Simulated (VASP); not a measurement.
Here is a VASP 6.6.1 calculation.

File INCAR:

```
PREC     = Accurate       # precision mode
ENCUT    = 600            # plane-wave cutoff, eV
EDIFF    = 1E-7           # SCF threshold, eV
ISMEAR   = 0              # smearing method
SIGMA    = 0.1            # smearing width, eV
LREAL    = F              # projectors in reciprocal space
LASPH    = T              # aspherical terms in the spheres
NELM     = 100            # most SCF steps
ALGO     = Normal         # electronic algorithm
ISIF     = 3              # what is computed and relaxed
LWAVE    = F              # write WAVECAR
LCHARG   = F              # write CHGCAR
GGA      = PE             # functional
IBRION   = 2              # ionic algorithm
NSW      = 100            # ionic steps
EDIFFG   = -0.01          # ionic threshold
```

Contents of KPOINTS:

```
Automatic mesh
0
Gamma
  10 10 10
```

The input POSCAR:

```
Hf2B3
1.0
    4.1745886424      0.0000000000      0.0000000000
    0.0000000000      4.1745886424      0.0000000000
    0.0000000000      0.0000000000      4.1745886424
Hf B
2 3
Direct
    0.0000000000      0.0000000000      0.0000000000
    0.5000000000      0.5000000000      0.5000000000
    0.5000000000      0.0000000000      0.0000000000
    0.0000000000      0.5000000000      0.0000000000
    0.0000000000      0.0000000000      0.5000000000
```

Potentials or basis: VASP PAW PBE potentials, release 64 (Hf_pv, B).

Launch:

```console
$ cat potpaw_PBE.64/Hf_pv/POTCAR potpaw_PBE.64/B/POTCAR > POTCAR
$ mpirun -np 1 vasp_std > vasp.out
```

Task: Predict the space group after relaxing (to 0.05 Å).

Result: Pm-3m (No. 221).

Task: Estimate the relaxed cell.

Result: a = 4.188 Å, b = 4.188 Å, c = 4.188 Å, α = 90.00°, β = 90.00°, γ = 90.00°.

Task: Estimate the band gap on the k mesh.

Result: None (metal or under the smearing width).

Task: What does it give for the relaxed volume?

Result: 14.69 Å³/atom.

Final structure:
```
CELL_PARAMETERS angstrom
4.18802 0.00000 0.00000
0.00000 4.18802 0.00000
0.00000 0.00000 4.18802
ATOMIC_POSITIONS crystal
Hf 0.00000 0.00000 0.00000
Hf 0.50000 0.50000 0.50000
B 0.50000 0.00000 0.00000
B 0.00000 0.50000 0.00000
B 0.00000 0.00000 0.50000
```

Spin-orbit coupling is left out, which matters for the levels of Hf.
